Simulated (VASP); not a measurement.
Crystal: ZrB2.

```
CELL_PARAMETERS angstrom
3.16752 0.00000 0.00000
-1.58376 2.74316 0.00000
0.00000 0.00000 3.55239
ATOMIC_POSITIONS crystal
Zr 0.00000 0.00000 0.00000
B 0.33333 0.66667 0.50000
B 0.66667 0.33333 0.50000
```

The cell is a database's computed one.

```yaml
Program: VASP 6.6.1
Task: relaxation of cell and atoms
Functional: PBE
Dispersion: D3(BJ)
Potentials_or_basis: VASP PAW PBE potentials, release 64 (Zr_sv, B)
Cutoff: 600 eV
k_mesh: 6 × 6 × 6
Occupations: gaussian, width 0.1 eV
Spin: no spin polarisation
```

At the start: pressure -5.9 GPa; volume 10.29 Å³/atom.

Problem. How do energy, volume and symmetry change on relaxing?

Solution. Over 4 steps the energy falls by 5.4 meV/atom and the volume is 10.03 Å³/atom (-2.5 %); space group P6/mmm (No. 191, to 0.05 Å).

Step by step:
```tsv
step	energy change (eV)	largest force (eV/Å)	pressure (GPa)	volume (Å³)
1	0.0000	0.0000	-5.89	30.87
2	0.0054	0.0000	7.98	29.21
3	-0.0154	0.0000	0.17	30.08
4	-0.0162	0.0000	-0.01	30.10
```

Final structure:
```yaml
crystal:
  lattice:
    - [3.15092, 0.00000, 0.00000]
    - [-1.57546, 2.72877, 0.00000]
    - [0.00000, 0.00000, 3.50030]
  atoms:
    - { symbol: Zr, position: [0.00000, 0.00000, 0.00000] }
    - { symbol: B, position: [0.33333, 0.66667, 0.50000] }
    - { symbol: B, position: [0.66667, 0.33333, 0.50000] }
```

Caveat: the k mesh is coarse (spacing up to 0.38 Å⁻¹), so the values aren't converged; pairwise dispersion overbinds metals, which lowers pressure and volume.
